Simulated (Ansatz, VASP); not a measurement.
# Cross-check of Se (Selenium) between VASP and Ansatz, part 2 of 2

Aim: how closely do two programs agree when they are given the same cell, functional and k mesh? The cell is taken from a series of runs on this material, whose earlier steps may have relaxed, scaled, displaced or heated it; both programs get it as it stands.

VASP 6.6.1 and Ansatz 0.2.0.

So far: The starting structure; Ansatz: G0W0 gap, PBE.

## (3) VASP: G0W0 gap, PBE

Level of this step: G0W0 on PBE; plane waves and PAW (Se_GW) (VASP).

The same cell, functional and mesh now go to VASP, with its own data sets.

Lines of VASP's logs that name or quote its potential files are left out, and so is its time.

The run reads the wave functions of an earlier VASP run, which isn't shown here.

The input, INCAR:

```
SYSTEM = Se
PREC = Accurate
ENCUT = 300
ISMEAR = 0
SIGMA = 0.01
LREAL = .FALSE.
GGA = PE
NBANDS = 320
ALGO = EVGW0
NELMGW = 1
ENCUTGW = 140
NOMEGA = 64
PRECFOCK = Fast
NBANDSGW = 32
LWAVE = .FALSE.
LCHARG = .FALSE.
```

The input, POSCAR:

```
Se
1.0
    4.3662000000      0.0000000000      0.0000000000
   -2.1831000000      3.7812401180      0.0000000000
    0.0000000000      0.0000000000      4.9040640000
Se
3
Direct
    0.2332172548      0.0000000000      0.3333333333
    0.0000000000      0.2332172548      0.6666666667
    0.7667827452      0.7667827452      0.0000000000
```

The input, KPOINTS:

```
Automatic mesh
0
Gamma
6 6 4
0 0 0
```

Potentials, in the order of the species: Se_GW (PBE family, release 64).

Started as:

```
$ mpirun -np 16 vasp_std
```

Numbers of over 12 decimals in the logs are rounded to 6 here.

Log:

```text
[banner, memory and clock lines left out]
running   16 mpi-ranks, on    1 nodes
 distrk:  each k-point on   16 cores,    1 groups
 distr:  one band on    1 cores,   16 groups

 POSCAR found type information on POSCAR Se
 POSCAR found :  1 types and       3 ions
|                                                                             |
|           W    W    AA    RRRRR   N    N  II  N    N   GGGG   !!!           |
|           W    W   A  A   R    R  NN   N  II  NN   N  G    G  !!!           |
|           W    W  A    A  R    R  N N  N  II  N N  N  G       !!!           |
|           W WW W  AAAAAA  RRRRR   N  N N  II  N  N N  G  GGG   !            |
|           WW  WW  A    A  R   R   N   NN  II  N   NN  G    G                |
|           W    W  A    A  R    R  N    N  II  N    N   GGGG   !!!           |
|                                                                             |
|     For optimal performance we recommend to set                             |
|       NCORE = 2 up to number-of-cores-per-socket                            |
|     NCORE specifies how many cores store one orbital (NPAR=cpu/NCORE).      |
|     This setting can greatly improve the performance of VASP for DFT.       |
|     The default, NCORE=1 might be grossly inefficient on modern             |
|     multi-core architectures or massively parallel machines. Do your        |
|     Unfortunately you need to use the default for GW and RPA                |
|     calculations (for HF NCORE is supported but not extensively tested      |
|     yet).                                                                   |
|                                                                             |

|                                                                             |
|           W    W    AA    RRRRR   N    N  II  N    N   GGGG   !!!           |
|           W    W   A  A   R    R  NN   N  II  NN   N  G    G  !!!           |
|           W    W  A    A  R    R  N N  N  II  N N  N  G       !!!           |
|           W WW W  AAAAAA  RRRRR   N  N N  II  N  N N  G  GGG   !            |
|           WW  WW  A    A  R   R   N   NN  II  N   NN  G    G                |
|           W    W  A    A  R    R  N    N  II  N    N   GGGG   !!!           |
|                                                                             |
|     The default for ENCUTGWSOFT is different in this version of VASP.       |
|     please manually set ENCUTGWSOFT =140 in the INCAR file.                 |
|                                                                             |

 LDA part: xc-table for (Slater+PW92), standard interpolation
 found WAVECAR, reading the header
 POSCAR, INCAR and KPOINTS ok, starting setup
 FFT: planning ... GRIDC
 FFT: planning ... GRID_SOFT
 FFT: planning ... GRID
 reading WAVECAR
 the WAVECAR file was read successfully
 initial charge from wavefunction
 available memory per node:     37.53 GB, setting MAXMEM to     38433

 The Fermi energy was updated, please check that it is located mid-gap
 values below the HOMO (VB) or above the LUMO (CB) will cause erroneous energies
 E-fermi :   3.2841

 calculate exact exchange contribution
 the WAVEDER file was read successfully
energies w=
    0.000    0.000    0.396    0.000    0.792    0.000    1.185    0.000
    1.576    0.000    1.964    0.000    2.347    0.000    2.726    0.000
    3.101    0.000    3.470    0.000    3.834    0.000    4.193    0.000
    4.547    0.000    4.896    0.000    5.241    0.000    5.581    0.000
    5.919    0.000    6.253    0.000    6.585    0.000    6.915    0.000
    7.244    0.000    7.572    0.000    7.901    0.000    8.231    0.000
    8.563    0.000    8.898    0.000    9.237    0.000    9.580    0.000
    9.930    0.000   10.286    0.000   10.651    0.000   11.025    0.000
   11.411    0.000   11.810    0.000   12.223    0.000   12.654    0.000
   13.105    0.000   13.577    0.000   14.075    0.000   14.601    0.000
   15.162    0.000   15.760    0.000   16.402    0.000   17.095    0.000
   17.848    0.000   18.669    0.000   19.571    0.000   20.569    0.000
   21.682    0.000   22.932    0.000   24.349    0.000   25.971    0.000
   27.849    0.000   30.050    0.000   32.668    0.000   35.834    0.000
   39.741    0.000   44.680    0.000   51.119    0.000   59.855    0.000
   72.361    0.000   91.714    0.000  125.571    0.000  199.769    0.000
 responsefunction array rank=     320
 LDA part: xc-table for (Slater+PW92), standard interpolation

 min. memory requirement per mpi rank    296.5 MB, per node   4743.3 MB

 allocating   4 responsefunctions rank=   320
 shmem allocating  64 responsefunctions rank=   320
 response function shared by NCSHMEM nodes    1
 Doing            4  frequencies on each core in blocks of           64
NQ=   1    0.0000    0.0000    0.0000,
|.........|.........|.........|.........|.........|.........|.........|.........
 performed       1297000 updates of chi_q(r,r)
 total number of BLAS operations        953.07 Gflops
NQ=   2    0.1667    0.0000    0.0000,
|.........|.........|.........|.........|.........|.........|.........|.........
 performed       4437000 updates of chi_q(r,r)
 total number of BLAS operations       3383.35 Gflops
NQ=   3    0.3333    0.0000    0.0000,
|.........|.........|.........|.........|.........|.........|.........|.........
 performed       7577000 updates of chi_q(r,r)
 total number of BLAS operations       5720.76 Gflops
NQ=   4    0.5000   -0.0000    0.0000,
|.........|.........|.........|.........|.........|.........|.........|.........
 performed       9611000 updates of chi_q(r,r)
 total number of BLAS operations       7346.34 Gflops
NQ=   5    0.1667    0.1667    0.0000,
|.........|.........|.........|.........|.........|.........|.........|.........
 performed      12096000 updates of chi_q(r,r)
 total number of BLAS operations       9159.82 Gflops
NQ=   6    0.3333    0.1667    0.0000,
|.........|.........|.........|.........|.........|.........|.........|.........
 performed      15851000 updates of chi_q(r,r)
 total number of BLAS operations      11863.59 Gflops
NQ=   7    0.3333    0.3333    0.0000,
|.........|.........|.........|.........|.........|.........|.........|.........
 performed      17353000 updates of chi_q(r,r)
 total number of BLAS operations      12989.04 Gflops
NQ=   8    0.0000    0.0000    0.2500,
|.........|.........|.........|.........|.........|.........|.........|.........
 performed      19101000 updates of chi_q(r,r)
 total number of BLAS operations      14273.04 Gflops
NQ=   9    0.1667    0.0000    0.2500,
|.........|.........|.........|.........|.........|.........|.........|.........
 performed      22241000 updates of chi_q(r,r)
 total number of BLAS operations      16595.15 Gflops
NQ=  10    0.0000    0.1667    0.2500,
|.........|.........|.........|.........|.........|.........|.........|.........
 performed      25381000 updates of chi_q(r,r)
 total number of BLAS operations      18917.25 Gflops
NQ=  11    0.3333    0.0000    0.2500,
|.........|.........|.........|.........|.........|.........|.........|.........
 performed      28521000 updates of chi_q(r,r)
 total number of BLAS operations      21270.01 Gflops
NQ=  12    0.0000    0.3333    0.2500,
|.........|.........|.........|.........|.........|.........|.........|.........
 performed      31661000 updates of chi_q(r,r)
 total number of BLAS operations      23622.77 Gflops
NQ=  13    0.5000   -0.0000    0.2500,
|.........|.........|.........|.........|.........|.........|.........|.........
 performed      34801000 updates of chi_q(r,r)
 total number of BLAS operations      26006.39 Gflops
NQ=  14    0.1667    0.1667    0.2500,
|.........|.........|.........|.........|.........|.........|.........|.........
 performed      38556000 updates of chi_q(r,r)
 total number of BLAS operations      28692.16 Gflops
NQ=  15    0.3333    0.1667    0.2500,
|.........|.........|.........|.........|.........|.........|.........|.........
 performed      42311000 updates of chi_q(r,r)
 total number of BLAS operations      31486.80 Gflops
NQ=  16   -0.1667    0.5000    0.2500,
|.........|.........|.........|.........|.........|.........|.........|.........
 performed      46066000 updates of chi_q(r,r)
 total number of BLAS operations      34281.44 Gflops
NQ=  17    0.3333    0.3333    0.2500,
|.........|.........|.........|.........|.........|.........|.........|.........
 performed      48059000 updates of chi_q(r,r)
 total number of BLAS operations      35804.52 Gflops
NQ=  18    0.0000    0.0000    0.5000,
|.........|.........|.........|.........|.........|.........|.........|.........
 performed      49356000 updates of chi_q(r,r)
 total number of BLAS operations      36802.14 Gflops
NQ=  19    0.1667    0.0000    0.5000,
|.........|.........|.........|.........|.........|.........|.........|.........
 performed      52496000 updates of chi_q(r,r)
 total number of BLAS operations      39093.79 Gflops
NQ=  20    0.3333    0.0000    0.5000,
|.........|.........|.........|.........|.........|.........|.........|.........
 performed      55636000 updates of chi_q(r,r)
 total number of BLAS operations      41385.44 Gflops
NQ=  21    0.5000   -0.0000    0.5000,
|.........|.........|.........|.........|.........|.........|.........|.........
 performed      57670000 updates of chi_q(r,r)
 total number of BLAS operations      42850.58 Gflops
NQ=  22    0.1667    0.1667    0.5000,
|.........|.........|.........|.........|.........|.........|.........|.........
 performed      60155000 updates of chi_q(r,r)
 total number of BLAS operations      44712.42 Gflops
NQ=  23    0.3333    0.1667    0.5000,
|.........|.........|.........|.........|.........|.........|.........|.........
 performed      63910000 updates of chi_q(r,r)
 total number of BLAS operations      47525.42 Gflops
NQ=  24    0.3333    0.3333    0.5000,
|.........|.........|.........|.........|.........|.........|.........|.........
 performed      65412000 updates of chi_q(r,r)
 total number of BLAS operations      48607.17 Gflops
 resolving degeneracies of screened two electron integrals

 calculate QP shifts <psi_nk| G(iteration)W_0 |psi_nk>: iteration 1
 entering main loop
```

From OUTCAR (step 3):

```text
ion  position               nearest neighbor table
   1  0.233  0.000  0.333-   3 2.40   2 2.40
   2  0.000  0.233  0.667-   3 2.40   1 2.40
   3  0.767  0.767  0.000-   2 2.40   1 2.40

  LATTYP: Found a hexagonal cell.
 ALAT       =     4.3662000000
 C/A-ratio  =     1.1231881270

 Subroutine GETGRP returns: Found  6 space group operations
 (whereof  2 operations were pure point group operations)

The static configuration has the point symmetry C_2 .
 The point group associated with its full space group is D_3 .

 Found     24 irreducible k-points:

   k-points           NKPTS =     24   k-points in BZ     NKDIM =    144   number of bands    NBANDS=    320

   dimension x,y,z NGX =    28 NGY =   28 NGZ =   28
   dimension x,y,z NGXF=    56 NGYF=   56 NGZF=   56

   ENCUT  =  300.0 eV  22.05 Ry    4.70 a.u.   6.17  6.17  6.93*2*pi/ulx,y,z

   NELECT =      18.0000    total number of electrons

  energy-cutoff  :      300.00
  volume of cell :       80.96
      direct lattice vectors                 reciprocal lattice vectors
     4.366200000  0.000000000  0.000000000     0.229032110  0.132231751  0.000000000
    -2.183100000  3.781240118  0.000000000     0.000000000  0.264463501  0.000000000
     0.000000000  0.000000000  4.904064000     0.000000000  0.000000000  0.203912510

 k-points in reciprocal lattice and weights: Automatic mesh
   0.00000000  0.00000000  0.00000000       0.007
   0.16666667  0.00000000  0.00000000       0.042
   0.33333333  0.00000000  0.00000000       0.042
   0.50000000 -0.00000000  0.00000000       0.021
   0.16666667  0.16666667  0.00000000       0.042
   0.33333333  0.16666667  0.00000000       0.083
   0.33333333  0.33333333  0.00000000       0.014
   0.00000000  0.00000000  0.25000000       0.014
   0.16666667  0.00000000  0.25000000       0.042
[...]
0.33333333  0.16666667  0.50000000       0.083
   0.33333333  0.33333333  0.50000000       0.014

 E-fermi :   3.2841

 QP shifts <psi_nk| G(iteration)W_0 |psi_nk>: iteration 1
 for sc-GW calculations column KS-energies equals QP-energies in previous step
 and V_xc(KS)=  KS-energies - (<T + V_ion + V_H > + <T+V_H+V_ion>^1  + <V_x>^1)
 k-point   1 :       0.0000    0.0000    0.0000
  band No.  KS-energies  QP-energies   sigma(KS)   V_xc(KS)     V^pw_x(r,r')   Z            occupation Imag(sigma)
    ...
      6      -0.9956      -1.4827     -12.8554     -12.1640     -14.8973       0.7045       2.0000       0.1782
      7       0.7518       0.1811     -12.1486     -11.3146     -14.4996       0.6843       2.0000       0.1415
      8       0.7518       0.1811     -12.1486     -11.3146     -14.4996       0.6843       2.0000       0.1415
      9       2.3062       1.7261     -12.7105     -11.8978     -14.4850       0.7138       2.0000       0.0906
     10       4.5382       4.7250     -11.4510     -11.7127      -7.4876       0.7136       0.0000      -0.0711
     11       4.5382       4.7250     -11.4510     -11.7127      -7.4876       0.7136       0.0000      -0.0711
     12       4.6661       4.8256     -11.1212     -11.3442      -7.1410       0.7152       0.0000      -0.0732
     13       9.0763       9.0650      -8.3296      -8.3151      -3.8465       0.7786       0.0000      -0.1483
    ...

 k-point   2 :       0.1667    0.0000    0.0000
  band No.  KS-energies  QP-energies   sigma(KS)   V_xc(KS)     V^pw_x(r,r')   Z            occupation Imag(sigma)
    ...
      6      -0.8665      -1.3718     -12.4074     -11.6792     -14.7405       0.6940       2.0000       0.2185
      7       0.8296       0.2732     -12.3396     -11.5345     -14.5127       0.6912       2.0000       0.1313
      8       1.1901       0.6357     -12.6005     -11.8105     -14.4864       0.7018       2.0000       0.1099
      9       2.1396       1.5684     -12.6629     -11.8592     -14.4169       0.7108       2.0000       0.0923
     10       4.4052       4.5544     -11.0807     -11.2869      -7.2814       0.7239       0.0000      -0.0655
     11       4.5298       4.6917     -11.2942     -11.5195      -7.4315       0.7188       0.0000      -0.0686
     12       4.9237       5.0844     -11.2463     -11.4724      -7.2170       0.7109       0.0000      -0.0807
     13       8.9549       8.8510      -8.4276      -8.2930      -3.8639       0.7722       0.0000      -0.1713
    ...

 k-point   3 :       0.3333    0.0000    0.0000
  band No.  KS-energies  QP-energies   sigma(KS)   V_xc(KS)     V^pw_x(r,r')   Z            occupation Imag(sigma)
    ...
      6      -0.9245      -1.4326     -12.0590     -11.3180     -14.7043       0.6858       2.0000       0.2643
      7       0.5149       0.0017     -12.1950     -11.4540     -14.2640       0.6925       2.0000       0.1443
      8       1.1302       0.5912     -12.5093     -11.7443     -14.2596       0.7046       2.0000       0.1060
      9       1.8646       1.3039     -12.6319     -11.8415     -14.3965       0.7094       2.0000       0.0964
     10       4.5590       4.6864     -11.1050     -11.2811      -7.3288       0.7232       0.0000      -0.0671
     11       4.7188       4.8546     -11.1333     -11.3222      -7.2916       0.7191       0.0000      -0.0714
     12       5.9231       6.0551     -11.8783     -12.0686      -7.6484       0.6936       0.0000      -0.1264
     13       8.2403       8.0824      -8.2816      -8.0756      -3.8886       0.7664       0.0000      -0.1347
    ...

 k-point   4 :       0.5000   -0.0000    0.0000
  band No.  KS-energies  QP-energies   sigma(KS)   V_xc(KS)     V^pw_x(r,r')   Z            occupation Imag(sigma)
    ...
      6      -0.7684      -1.2844     -12.0281     -11.2709     -14.6765       0.6815       2.0000       0.2490
      7      -0.1323      -0.6221     -11.8347     -11.1175     -14.2312       0.6830       2.0000       0.2066
      8       1.1027       0.5618     -12.4531     -11.6861     -14.1845       0.7053       2.0000       0.1054
      9       1.7910       1.2394     -12.6425     -11.8620     -14.3827       0.7067       2.0000       0.0971
     10       4.5749       4.6924     -11.0381     -11.2001      -7.2803       0.7250       0.0000      -0.0667
     11       4.8526       4.9817     -11.1596     -11.3397      -7.3230       0.7170       0.0000      -0.0740
     12       6.7508       6.8812     -12.4669     -12.6590      -7.8121       0.6789       0.0000      -0.2202
     13       7.8902       7.7265      -8.2233      -8.0106      -3.9295       0.7696       0.0000      -0.1211
    ...

[... 4 further parts left out ...]
```

## (4) Comparison

Known differences besides the potentials themselves: fixed occupations in Ansatz, narrow Gaussian smearing in VASP; the data sets hold 48 valence electrons in Ansatz (on its PAW soft_1 files) and 18 in VASP; the cutoff is 420 eV in Ansatz and 300 eV in VASP; VASP leaves aspherical gradient terms in its spheres out (LASPH is not set), Ansatz keeps them; Ansatz integrates over frequency by contour deformation, VASP on a grid of NOMEGA points; Ansatz's G0W0 levels solve the quasiparticle equation, VASP's are linearised. Total energies have different zeros and are not compared.

Both answers:

```
                   quantity  Ansatz  VASP  difference
  G0W0 gap on the mesh (eV)    1.50  1.50       +0.01
Kohn-Sham gap under it (eV)    0.93  0.92       +0.01
```

## (5) Outcome

- difference in G0W0 gap on the mesh (G0W0 gap, PBE): 0.0065 eV

**Reading.** The difference in G0W0 gap on the mesh is 0.0065 eV (G0W0 gap, PBE). The data sets hold unlike numbers of valence electrons (48 in Ansatz and 18 in VASP), so part of the differences comes from the potentials. Such differences can come from data sets, numerical settings and the points named under the comparisons, not from the functional's error against experiment.

[Lines on the potential files, build, host, timing and source positions are cut from VASP's logs without a mark.]

[Logs are printed without paths, hosts, clocks, repeated set-up lines and the standing remarks that a program may print on its own settings, such as how far it seeks lower states.]

[Hosts, paths, dates, database ids (printed as entryN), source tags and the programs' standing remarks are cut or masked in the printed files.]
